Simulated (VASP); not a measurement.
A run of VASP 6.6.1:

Contents of INCAR:

```
PREC     = Accurate       # precision mode
ENCUT    = 520            # plane-wave cutoff, eV
EDIFF    = 1E-6           # SCF threshold, eV
ISMEAR   = 0              # smearing method
SIGMA    = 0.1            # smearing width, eV
LREAL    = False          # projectors in reciprocal space
LASPH    = True           # aspherical terms in the spheres
NELM     = 80             # most SCF steps
ALGO     = Normal         # electronic algorithm
ISIF     = 2              # what is computed and relaxed
LWAVE    = False          # write WAVECAR
LCHARG   = False          # write CHGCAR
GGA      = PS             # functional
NBANDS   = 28             # bands
```

KPOINTS

```
regular mesh
0
Gamma
  12 12 4
```

File POSCAR:

```
ZrAl3B3N
1.0
    3.0172470000      0.0000000000      0.0000000000
   -1.5086230000      2.6130120000      0.0000000000
    0.0000000000      0.0000000000     11.4161900000
Zr Al B N
1 3 3 1
Direct
    0.6666670000      0.3333330000      0.0105530000
    0.6666670000      0.3333330000      0.3139950000
    0.0000000000      0.0000000000      0.5253830000
    0.3333330000      0.6666670000      0.7302860000
    0.0000000000      0.0000000000      0.1757430000
    0.3333330000      0.6666670000      0.1658530000
    0.0000000000      0.0000000000      0.8491690000
    0.3333330000      0.6666670000      0.4190330000
```

Potentials or basis: VASP PAW PBE potentials, release 64 (Zr_sv, Al, B, N).

Run with:

```console
$ cat potpaw_PBE.64/Zr_sv/POTCAR potpaw_PBE.64/Al/POTCAR potpaw_PBE.64/B/POTCAR potpaw_PBE.64/N/POTCAR > POTCAR
$ mpirun -np 1 vasp_std > vasp.out
```

Hardware: 1 thread of Intel(R) Xeon(R) Platinum 8559C (Emerald Rapids), on a shared host.

Task: Estimate the wall time of this run.

Result: Run time: 110 s on 1 thread of Intel(R) Xeon(R) Platinum 8559C (Emerald Rapids), on a shared host, peak memory 0.33 GiB. Counts: scf iterations 15, k points 69.
